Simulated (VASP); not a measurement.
GeSb4Te7: single point with PBE

The system is GeSb4Te7.

```xyz
12
Lattice="4.2893 0.0000 0.0000 -2.1447 3.7146 0.0000 0.0000 0.0000 24.6378" Properties=species:S:1:pos:R:3 pbc="T T T"
Te   -0.0088    0.0083    6.8839
Te    0.0069    0.0049   -0.0503
Te   -0.0311    2.4761   13.9345
Te    2.1639    1.2501   10.6130
Te    0.0003    0.0424   17.7236
Te    2.1916    1.2592    3.7012
Te    0.0081    2.4353   20.9129
Sb    2.1195    1.2459   16.0655
Sb    0.0426    2.4871    2.0150
Sb    0.0034    2.4865    8.5859
Sb    2.1043    1.2554   22.6101
Ge    0.0501   -0.0448   12.3235
```

The cell is a database's computed one.

The cell isn't the ideal one: atoms moved at random, drawn with an rms of 0.05 Å.

| Property | Result |
| --- | --- |
| Program | VASP 6.6.1 |
| Task | single point |
| Functional | PBE |
| Potentials or basis | VASP PAW PBE potentials, release 64 (Te, Sb, Ge_d) |
| Cutoff | 520 eV |
| k mesh | 7 × 7 × 2 |
| Occupations | fermi-dirac, width 0.05 eV |
| Spin | no spin polarisation |

```json
{
 "Pressure": "0.7 GPa",
 "Largest force": "0.501 eV/Å",
 "Band gap on the k mesh": "0.42 eV, direct"
}
```

Forces on the atoms (eV/Å):
```
Te   0.024  0.044 -0.125
Te   0.028 -0.022  0.179
Te   0.180  0.009  0.445
Te  -0.073 -0.032 -0.125
Te  -0.115 -0.098  0.284
Te  -0.032 -0.068  0.194
Te  -0.110  0.184 -0.208
Sb   0.094  0.034 -0.491
Sb  -0.035  0.049 -0.330
Sb   0.030 -0.051  0.163
Sb   0.139 -0.130  0.172
Ge  -0.131  0.081 -0.157
```

Stress tensor (GPa, compression positive):
```
 0.97  0.02 -0.06
 0.02  0.65 -0.35
-0.06 -0.35  0.60
```

Levels at points of the mesh, in eV from the valence-band top:
```
           k point  band 36  band 37  band 38  band 39  band 40  band 41
(0.00, 0.00, 0.00)    -0.98    -0.25    -0.05     0.47     0.60     0.64
(0.00, 0.00, 0.50)    -0.89    -0.30     0.00     0.42     0.59     0.63
```

It took 18 min on 1 thread of AMD EPYC 9R14 (Zen 4) (shared host), peak memory 0.99 GiB.

Caveat: spin-orbit coupling is left out, which moves the levels of the heavy elements; an odd mesh through Γ misses points on the zone boundary, where band edges often lie.
